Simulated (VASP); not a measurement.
# Ti3BiO3 (Pm-3m) in VASP: notebook

The runs below take Ti3BiO3 through relaxation of cell and atoms, with PBE.

Everything below comes from runs of VASP 6.6.1. Logs are shortened: lines on timing, memory, paths and dates and some standing lists are left out, and cuts for length are marked.

## Step 1: The structure

Symmetry: Pm-3m, No. 221, cubic system. The conventional cell has a = 4.580 Å, b = 4.580 Å, c = 4.580 Å, α = 90.00°, β = 90.00°, γ = 90.00°. Around Ti (site symmetry 4/mmm) lie 2 Bi at 2.29 Å and 4 O at 2.29 Å. Around Bi (site symmetry m-3m) lie 6 Ti at 2.29 Å. O (site symmetry 4/mmm) has 4 Ti at 2.29 Å as nearest neighbours.

The cell was built by a generator and needn't be a form met in nature.

## Step 2: Relaxation of cell and atoms, PBE

The input, INCAR:

```
PREC     = Normal         # precision mode
ENCUT    = 520            # plane-wave cutoff, eV
EDIFF    = 1E-4           # SCF threshold, eV
ISMEAR   = 0              # smearing method
SIGMA    = 0.15           # smearing width, eV
LREAL    = False          # projectors in reciprocal space
LASPH    = True           # aspherical terms in the spheres
NELM     = 60             # most SCF steps
ALGO     = Fast           # electronic algorithm
ISIF     = 3              # what is computed and relaxed
LWAVE    = False          # write WAVECAR
LCHARG   = False          # write CHGCAR
GGA      = PE             # functional
IBRION   = 2              # ionic algorithm
NSW      = 24             # ionic steps
EDIFFG   = -0.08          # ionic threshold
```

The input, KPOINTS:

```
Automatic mesh
0
Gamma
  3 3 3
```

The input, POSCAR:

```
Ti3BiO3
1.0
    4.5800000000      0.0000000000      0.0000000000
    0.0000000000      4.5800000000      0.0000000000
    0.0000000000      0.0000000000      4.5800000000
Ti Bi O
3 1 3
Direct
    0.0000000000      0.5000000000      0.5000000000
    0.5000000000      0.0000000000      0.5000000000
    0.5000000000      0.5000000000      0.0000000000
    0.5000000000      0.5000000000      0.5000000000
    0.5000000000      0.0000000000      0.0000000000
    0.0000000000      0.5000000000      0.0000000000
    0.0000000000      0.0000000000      0.5000000000
```

Potentials or basis: VASP PAW PBE potentials, release 64 (Ti_sv, Bi_d, O).

The run is started by

```console
$ cat potpaw_PBE.64/Ti_sv/POTCAR potpaw_PBE.64/Bi_d/POTCAR potpaw_PBE.64/O/POTCAR > POTCAR
$ mpirun -np 1 vasp_std > vasp.out
```

OUTCAR:

```text
PREC = Normal
   ENCUT = 520
   EDIFF = 1E-4
   ISMEAR = 0
   LREAL = False
   LASPH = True
   NELM = 60
   ISIF = 3
   GGA = PE
   IBRION = 2
   NSW = 24
   EDIFFG = -0.08

 ion  position               nearest neighbor table
   1  0.000  0.500  0.500-   4 2.29   6 2.29   7 2.29   6 2.29   7 2.29   4 2.29
   2  0.500  0.000  0.500-   4 2.29   5 2.29   7 2.29   5 2.29   4 2.29   7 2.29
   3  0.500  0.500  0.000-   4 2.29   5 2.29   6 2.29   4 2.29   5 2.29   6 2.29
   4  0.500  0.500  0.500-   1 2.29   2 2.29   3 2.29   3 2.29   2 2.29   1 2.29
   5  0.500  0.000  0.000-   2 2.29   3 2.29   2 2.29   3 2.29
   6  0.000  0.500  0.000-   1 2.29   3 2.29   1 2.29   3 2.29
   7  0.000  0.000  0.500-   1 2.29   2 2.29   1 2.29   2 2.29

  LATTYP: Found a simple cubic cell.
 ALAT       =     4.5800000000

  Lattice vectors:

 A1 = (   4.5800000000,   0.0000000000,   0.0000000000)
 A2 = (   0.0000000000,   4.5800000000,   0.0000000000)
 A3 = (   0.0000000000,   0.0000000000,   4.5800000000)

Analysis of symmetry for initial positions (statically):
=====================================================================
 Subroutine PRICEL returns:
 Original cell was already a primitive cell.

 Routine SETGRP: Setting up the symmetry group for a
 simple cubic supercell.

 Subroutine GETGRP returns: Found 48 space group operations
 (whereof 48 operations were pure point group operations)
 out of a pool of 48 trial point group operations.

The static configuration has the point symmetry O_h .

Analysis of symmetry for dynamics (positions and initial velocities):
=====================================================================
 Subroutine PRICEL returns:
 Original cell was already a primitive cell.

 Routine SETGRP: Setting up the symmetry group for a
 simple cubic supercell.

 Subroutine GETGRP returns: Found 48 space group operations
 (whereof 48 operations were pure point group operations)
 out of a pool of 48 trial point group operations.

The dynamic configuration has the point symmetry O_h .

 Subroutine INISYM returns: Found 48 space group operations
 (whereof 48 operations are pure point group operations),
 and found     1 'primitive' translations

----------------------------------------------------------------------------------------

                                     Primitive cell

  volume of cell :      96.0719

  direct lattice vectors                    reciprocal lattice vectors
     4.580000000  0.000000000  0.000000000     0.218340611  0.000000000  0.000000000
     0.000000000  4.580000000  0.000000000     0.000000000  0.218340611  0.000000000
     0.000000000  0.000000000  4.580000000     0.000000000  0.000000000  0.218340611

  length of vectors
     4.580000000  4.580000000  4.580000000     0.218340611  0.218340611  0.218340611

  position of ions in fractional coordinates (direct lattice)
     0.000000000  0.500000000  0.500000000
     0.500000000  0.000000000  0.500000000
     0.500000000  0.500000000  0.000000000
     0.500000000  0.500000000  0.500000000
     0.500000000  0.000000000  0.000000000
     0.000000000  0.500000000  0.000000000
     0.000000000  0.000000000  0.500000000

  ion indices of the primitive-cell ions
   primitive index   ion index
                 1           1
                 2           2
                 3           3
                 4           4
                 5           5
                 6           6
                 7           7

----------------------------------------------------------------------------------------

 KPOINTS: Automatic mesh

Automatic generation of k-mesh.
 Grid dimensions read from file:
 generate k-points for:    3    3    3

 Generating k-lattice:

  Cartesian coordinates                     Fractional coordinates (reciprocal lattice)
     0.072780204  0.000000000  0.000000000     0.333333333  0.000000000  0.000000000
     0.000000000  0.072780204  0.000000000     0.000000000  0.333333333  0.000000000
     0.000000000  0.000000000  0.072780204     0.000000000  0.000000000  0.333333333

  Length of vectors
     0.072780204  0.072780204  0.072780204

  Shift w.r.t. Gamma in fractional coordinates (k-lattice)
     0.000000000  0.000000000  0.000000000

 Subroutine IBZKPT returns following result:
 ===========================================

 Found      4 irreducible k-points:

 Following reciprocal coordinates:
            Coordinates               Weight
  0.000000  0.000000  0.000000      1.000000
  0.333333  0.000000  0.000000      6.000000
  0.333333  0.333333  0.000000     12.000000
  0.333333  0.333333  0.333333      8.000000
   k-points           NKPTS =      4   k-points in BZ     NKDIM =      4   number of bands    NBANDS=     41
   number of dos      NEDOS =    301   number of ions     NIONS =      7
   total plane-waves  NPLWV =  21952
   dimension x,y,z NGX =    28 NGY =   28 NGZ =   28
   dimension x,y,z NGXF=    56 NGYF=   56 NGZF=   56
   ions per type =               3   1   3
   NGX,Y,Z   is equivalent  to a cutoff of  10.16, 10.16, 10.16 a.u.
   NGXF,Y,Z  is equivalent  to a cutoff of  20.33, 20.33, 20.33 a.u.
 SYSTEM =  unknown system
   PREC   = normal    normal or accurate (medium, high low for compatibility)
   ISTART =      0    job   : 0-new  1-cont  2-samecut
   ICHARG =      2    charge: 1-file 2-atom 10-const
   ISPIN  =      1    spin polarized calculation?
   LNONCOLLINEAR =      F non collinear calculations
   LSORBIT =      F    spin-orbit coupling
   LASPH  =      T    aspherical Exc in radial PAW
   ENCUT  =  520.0 eV  38.22 Ry    6.18 a.u.   8.52  8.52  8.52*2*pi/ulx,y,z
   NELM   =     60;   NELMIN=  2; NELMDL= -5     # of ELM steps
   EDIFF  = 0.1E-03   stopping-criterion for ELM
   LREAL  =      F    real-space projection
   EDIFFG = -.8E-01   stopping-criterion for IOM
   NSW    =     24    number of steps for IOM
   IBRION =      2    ionic relax: 0-MD 1-quasi-New 2-CG
   NFREE  =      1    steps in history (QN), initial steepest desc. (CG)
   ISIF   =      3    stress and relaxation
   ISYM   =      2    0-nonsym 1-usesym 2-fastsym
   POTIM  = 0.5000    time-step for ionic-motion
   TEBEG  =    0.0;   TEEND  =   0.0 temperature during run
   PSTRESS=    0.0 pullay stress
   NELECT =      69.0000    total number of electrons
   NUPDOWN=      -1.0000    fix difference up-down
   EMIN   =  10.00;   EMAX   =-10.00  energy-range for DOS
   EFERMI =   0.00;   METHOD = LEGACY
   ISMEAR =     0;   SIGMA  =   0.15  broadening in eV -4-tet -1-fermi 0-gaus
   EFERMI_NEDOS =   21; number of points for ismear=-14 and -15
   IALGO  =     68    algorithm
   IMIX   =      4    mixing-type and parameters
     AMIX     =   0.40;   BMIX     =  1.00
     AMIX_MAG =   1.60;   BMIX_MAG =  1.00
  volume/ion in A,a.u.               =      13.72        92.62
  Fermi-wavevector in a.u.,A,eV,Ry     =   1.466085  2.770498 29.244420  2.149404
  Thomas-Fermi vector in A             =   2.581864
   LORBIT       =      0    0 simple, 1 ext, 2 COOP (PROOUT), +10 PAW based schemes
   GGA     = PE    functional components
   LHFCALC =     F    Hartree Fock is set to
   AEXX    =    0.0000 exact exchange contribution
   IVDW    =     0    specifies the selected vdW correction
   LEPSILON=     F    determine dielectric tensor
   LRPA    =     F    only Hartree local field effects (RPA)
 conjugate gradient relaxation of ions
 non-spin polarized calculation
 RMM-DIIS sequential band-by-band and
 Gauss-broadening in eV      SIGMA  =   0.15
  energy-cutoff  :      520.00
  volume of cell :       96.07
 maximum number of plane-waves:      2605
   NGX = 17   NGY = 17   NGZ = 17

--------------------------------------- Ionic step        1  -------------------------------------------

 number of electron      68.9999876 magnetization

 Free energy of the ion-electron system (eV)
  ---------------------------------------------------
  ext. energy  EPLUGINS =         0.00000000
  ---------------------------------------------------
  free energy    TOTEN  =       -43.80872011 eV

  energy without entropy =      -43.71178269  energy(sigma->0) =      -43.76025140

------------------------ aborting loop because EDIFF is reached ----------------------------------------

  FORCE on cell =-STRESS in cart. coord.  units (eV):
  Direction    XX          YY          ZZ          XY          YZ          ZX
  --------------------------------------------------------------------------------------
  -------------------------------------------------------------------------------------
  Total       18.2202431     18.2202431     18.2202431      0.0000000     -0.0000000      0.0000000
  in kB      303.8563496    303.8563496    303.8563496      0.0000000     -0.0000000      0.0000000
  external PRESSURE =     303.8563496 kB  Pullay stress =       0.0000000 kB
[... 28 lines left out ...]
--------------------------------------- Ionic step        2  -------------------------------------------

 number of electron      68.9999934 magnetization

------------------------ aborting loop EDIFF was not reached (unconverged)  ----------------------------

  FORCE on cell =-STRESS in cart. coord.  units (eV):
  Direction    XX          YY          ZZ          XY          YZ          ZX
  --------------------------------------------------------------------------------------
  -------------------------------------------------------------------------------------
  Total       -5.1848764     -5.1848764     -5.1848764     -0.0000000      0.0000000     -0.0000000
  in kB      -60.6365592    -60.6365592    -60.6365592     -0.0000000      0.0000000     -0.0000000
  external PRESSURE =     -60.6365592 kB  Pullay stress =       0.0000000 kB
[... 28 lines left out ...]
--------------------------------------- Ionic step        3  -------------------------------------------

 number of electron      69.0000072 magnetization

 E-fermi :   5.1673     XC(G=0):  -9.8994

 val. band max:        5.1496324684   @ k =   0.3333   0.3333   0.3333
 cond. band min:       5.1860975437   @ k =   0.3333   0.0000   0.0000
 fundamental gap:      0.0364650753
 Fermi energy:         5.1672580581

 k-point     1 :       0.0000    0.0000    0.0000
  band No.  band energies     occupation
      1     -53.1101      2.00000
      2     -53.1005      2.00000
      3     -53.1005      2.00000
      4     -29.3880      2.00000
      5     -29.3880      2.00000
      6     -29.3880      2.00000
[... 246 lines left out ...]
--------------------------------------- Ionic step        5  -------------------------------------------

 number of electron      68.9999986 magnetization

 Free energy of the ion-electron system (eV)
  ---------------------------------------------------
  ext. energy  EPLUGINS =         0.00000000
  ---------------------------------------------------
  free energy    TOTEN  =       -45.45368409 eV

  energy without entropy =      -45.32175677  energy(sigma->0) =      -45.38772043

 E-fermi :   6.1617     XC(G=0): -10.3333

 val. band max:        6.1234506532   @ k =   0.3333   0.3333   0.3333
 cond. band min:       6.1913843345   @ k =   0.3333   0.0000   0.0000
 fundamental gap:      0.0679336813
 Fermi energy:         6.1617488623

 k-point     1 :       0.0000    0.0000    0.0000
  band No.  band energies     occupation
      1     -52.0376      2.00000
      2     -52.0225      2.00000
      3     -52.0225      2.00000
      4     -28.3537      2.00000
      5     -28.3537      2.00000
      6     -28.3537      2.00000
[... 199 lines left out ...]
  FREE ENERGIE OF THE ION-ELECTRON SYSTEM (eV)
  ---------------------------------------------------
  free  energy   TOTEN  =       -45.4536840888 eV

  energy  without entropy=      -45.3217567682  energy(sigma->0) =      -45.38772043

 reached required accuracy - stopping structural energy minimisation
```

It took 1.8 min on 1 thread of AMD EPYC 9R45 (Zen 5), shared host; peak memory 0.14 GiB.

Results:

| Property | Result |
| --- | --- |
| Free energy | -45.4537 eV |
| Relaxed volume | 16.57 Å³/atom |
| Relaxed cell | a = 4.877 Å, b = 4.877 Å, c = 4.877 Å, α = 90.00°, β = 90.00°, γ = 90.00° |
| Space group after relaxing (to 0.05 Å) | Pm-3m (No. 221) |
| Energy gained by relaxing | 235.0 meV/atom |
| Ionic steps | 5 |
| Pressure after relaxing | 0.0 GPa |
| Band gap on the k mesh | none (metal or under the smearing width) |

Step by step:
| step | energy change (eV) | largest force (eV/Å) | pressure (GPa) | volume (Å³) |
| --- | --- | --- | --- | --- |
| 1 | 0.0000 | 0.0000 | 30.39 | 96.07 |
| 2 | 5.0077 | 0.0000 | -6.06 | 137.00 |
| 3 | -1.3095 | 0.0000 | -8.91 | 127.09 |
| 4 | -1.6333 | 0.0000 | -1.74 | 117.84 |
| 5 | -1.6450 | 0.0000 | -0.05 | 115.98 |

Final structure:
```
Ti Bi O
1.0
     4.87679    0.00000    0.00000
     0.00000    4.87679    0.00000
     0.00000    0.00000    4.87679
Ti Bi O
3 1 3
Direct
  0.00000 0.50000 0.50000
  0.50000 0.00000 0.50000
  0.50000 0.50000 0.00000
  0.50000 0.50000 0.50000
  0.50000 0.00000 0.00000
  0.00000 0.50000 0.00000
  0.00000 0.00000 0.50000
```

Caveat: the k mesh is coarse (spacing up to 0.46 Å⁻¹), so the values aren't converged; the volume moved by over 15 % at a fixed basis, so the end points are rough; spin-orbit coupling is left out, which moves the levels of the heavy elements; an odd number of electrons without spin polarisation forces a metal; a magnetic or distorted state may lie lower; semilocal functionals often make such compounds metallic where correlation or magnetic order opens a gap, which also shifts bond lengths; the relaxation stopped at a loose force limit of 0.08 eV/Å, so its end isn't a converged minimum.

## Step 3: Relaxation of cell and atoms, PBE

This run uses another cell than the first one, of 14.31 Å³/atom, 1.043 times its volume.

INCAR is that of step 2.

KPOINTS is that of step 2.

The input, POSCAR:

```
Ti3BiO3
1.0
    4.6441638600      0.0000000000      0.0000000000
    0.0000000000      4.6441638600      0.0000000000
    0.0000000000      0.0000000000      4.6441638600
Ti Bi O
3 1 3
Direct
    0.5000000000      0.0000000000      0.0000000000
    0.0000000000      0.5000000000      0.0000000000
    0.0000000000      0.0000000000      0.5000000000
    0.0000000000      0.0000000000      0.0000000000
    0.0000000000      0.5000000000      0.5000000000
    0.5000000000      0.0000000000      0.5000000000
    0.5000000000      0.5000000000      0.0000000000
```

Potentials or basis: VASP PAW PBE potentials, release 64 (Ti_sv, Bi_d, O).

The run is started by

```console
$ cat potpaw_PBE.64/Ti_sv/POTCAR potpaw_PBE.64/Bi_d/POTCAR potpaw_PBE.64/O/POTCAR > POTCAR
$ mpirun -np 1 vasp_std > vasp.out
```

Run time: 83 s. Hardware: 1 thread of AMD EPYC 9R45 (Zen 5), shared host; peak memory 0.14 GiB.

It converged, with:

```yaml
Free_energy: -45.4694 eV
Relaxed_volume: 16.65 Å³/atom
Relaxed_cell: a = 4.885 Å, b = 4.885 Å, c = 4.885 Å, α = 90.00°, β = 90.00°, γ = 90.00°
Space_group_after_relaxing_to_0.05_Å: Pm-3m (No. 221)
Energy_gained_by_relaxing: 139.7 meV/atom
Ionic_steps: 3
Pressure_after_relaxing: -0.3 GPa
Band_gap_on_the_k_mesh: none (metal or under the smearing width)
```

The path:
```
step  energy change (eV)  largest force (eV/Å)  pressure (GPa)  volume (Å³)
   1              0.0000                0.0000           21.39       100.17
   2             -0.4602                0.0000          -10.96       130.50
   3             -0.9782                0.0000           -0.33       116.57
```

Final structure:
```
CELL_PARAMETERS angstrom
4.88503 0.00000 0.00000
0.00000 4.88503 0.00000
0.00000 0.00000 4.88503
ATOMIC_POSITIONS crystal
Ti 0.50000 0.00000 0.00000
Ti 0.00000 0.50000 0.00000
Ti 0.00000 0.00000 0.50000
Bi 0.00000 0.00000 0.00000
O 0.00000 0.50000 0.50000
O 0.50000 0.00000 0.50000
O 0.50000 0.50000 0.00000
```

Levels at points of the mesh, in eV from the Fermi level:
```
           k point  band 30  band 31  band 32  band 33  band 34  band 35  band 36  band 37  band 38  band 39
(0.00, 0.00, 0.00)    -1.91    -1.45    -1.45    -1.45    -0.68    -0.68    -0.68     0.35     0.36     0.40
```

Caveat: the k mesh is coarse (spacing up to 0.45 Å⁻¹), so the values aren't converged; the volume moved by over 15 % at a fixed basis, so the end points are rough; spin-orbit coupling is left out, which moves the levels of the heavy elements; an odd number of electrons without spin polarisation forces a metal; a magnetic or distorted state may lie lower; semilocal functionals often make such compounds metallic where correlation or magnetic order opens a gap, which also shifts bond lengths; the relaxation stopped at a loose force limit of 0.08 eV/Å, so its end isn't a converged minimum.

(Continued in part 2 of 2.)
